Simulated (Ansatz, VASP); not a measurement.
**RhN: VASP beside Ansatz**

```
CELL_PARAMETERS angstrom
2.23898 0.00000 0.00000
0.00000 2.23898 0.00000
0.00000 0.00000 2.23898
ATOMIC_POSITIONS crystal
Rh 0.00000 0.00000 0.00000
N 0.50000 0.50000 0.50000
```

Change from the starting cell: volume scaled by 0.6, PAW files.

Alike in both runs: task single point; functional LDA; k mesh 15 × 15 × 15; occupations fermi-dirac, width 0.1 eV; no spin polarisation.

|  | VASP | Ansatz |
| --- | --- | --- |
| version | VASP 6.6.1 | Ansatz 0.2.0 |
| potentials or method | VASP PAW LDA potentials, release 64 (Rh_pv, N) | PAW with Ansatz's default frozen-core files, scalar-relativistic |
| plane-wave cutoff (eV) | 520 | 420 |
| valence electrons in the cell | 20 | 22 |

```tsv
	VASP	Ansatz	Ansatz less VASP
pressure (GPa)	544.4	536.1	-8.30
```

The two sets of potentials don't hold the same shells in valence.

Caveats: the cell as given lies far from equilibrium; so large a pressure means that the cell lies far from this level's equilibrium, or that cutoff or potentials fall short (VASP).
